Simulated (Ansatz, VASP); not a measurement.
## One calculation of Sn2Bi3O3, two programs

```
CELL_PARAMETERS angstrom
7.45320 0.00000 0.00000
-3.72660 6.45466 0.00000
0.00000 0.00000 8.31202
ATOMIC_POSITIONS crystal
Sn 0.00000 0.00000 0.66750
Sn 0.00000 0.00000 0.33250
Bi 0.33333 0.66667 0.50000
Bi 0.66667 0.33333 0.50000
Bi 0.00000 0.00000 0.00000
O 0.50000 0.00000 0.50000
O 0.00000 0.50000 0.50000
O 0.50000 0.50000 0.50000
```

Alike in both runs: functional PBE; k mesh 3 × 3 × 3; occupations gaussian, width 0.2 eV; no spin polarisation.

Ansatz relaxed the structure, and its values are those at the end. VASP's run is a single point on that final structure, the one shown.

|  | VASP | Ansatz |
| --- | --- | --- |
| version | VASP 6.6.1 | Ansatz 0.2.0 |
| potentials or method | VASP PAW PBE potentials, release 64 (Sn_d, Bi_d, O) | scalar-relativistic, plane waves, PAW |
| plane-wave cutoff (eV) | 520 | 420 |
| valence electrons in the cell | 91 | 91 |

Ansatz gave:

```
gap on the k mesh at the Fermi level (eV) : none
pressure (GPa)                            : -0.1
rms of the force components (eV/Å)        : 0.009
```

Q: Estimate VASP's values.

A: gap on the k mesh at the Fermi level (eV): none; pressure (GPa): 0.0; rms of the force components (eV/Å): 0.007.

A gap of «none» marks a metal or a gap that the smearing closes.

Caveats: spin-orbit coupling is left out, which moves the levels of the heavy elements; an odd number of electrons without spin polarisation forces a metal; a magnetic or distorted state may lie lower.
